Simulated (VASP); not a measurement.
These are PBE GGA, VASP's PBE PAW potentials (set 64) (plane waves; VASP) values and carry that method's errors.

VASP ran on this input.

**KPOINTS**
```
Automatic
0
G
 8 8 8
```

### INCAR
```
SYSTEM = MgS
PREC = Single
ENCUT = 400
EDIFF = 1E-6
NELM = 100
ALGO = Normal
LREAL = .FALSE.
LASPH = .TRUE.
ISMEAR = 0
SIGMA = 0.05
GGA = PE
LWAVE = .FALSE.
LCHARG = .FALSE.
ISIF = 2
```

### POSCAR
```
MgS
3.7125190
  0.0000000000   0.6931846005   0.7207602170
  0.6811526082   0.0000000000   0.7207602170
  0.6811526082   0.6931846005   0.0000000000
Mg S
1 1
Cart
  0.0000000000   0.0000000000   0.0000000000
  0.6975574877   0.6931846005   0.7207602170
```

POTCAR, in this order: Mg S (PBE.64 set). Program: vasp_std.

### Question
Predict the energy per atom (σ→0), pressure, largest force.

### Answer

- energy per atom (σ→0): -4.235 eV/atom
- pressure: 2.35 GPa
- largest force: 0.291 eV/Å

OSZICAR:
```
...
DAV:   6    -0.851065855033E+01    0.36549E+00   -0.93261E-01  1560   0.482E+00    0.353E+00
DAV:   7    -0.846933486835E+01    0.41324E-01   -0.24118E-01  1920   0.263E+00    0.235E+00
DAV:   8    -0.846950917244E+01   -0.17430E-03   -0.13089E-02  1688   0.962E-01    0.898E-01
DAV:   9    -0.846933782517E+01    0.17135E-03   -0.54346E-04  1960   0.190E-01    0.261E-01
DAV:  10    -0.846937831319E+01   -0.40488E-04   -0.13949E-04  2208   0.789E-02    0.166E-02
DAV:  11    -0.846937569940E+01    0.26138E-05   -0.18654E-05  1824   0.225E-02    0.737E-03
DAV:  12    -0.846937576316E+01   -0.63756E-07   -0.40431E-07  1064   0.551E-03
   1 F= -.84693758E+01 E0= -.84693758E+01  d E =-.479182E-11
```

The compound is MgS in the rock salt structure. The cell was not relaxed at this level, atoms are displaced from their ideal sites. The run is one of a series of settings (PREC = Single against the base run), some of them coarse on purpose.
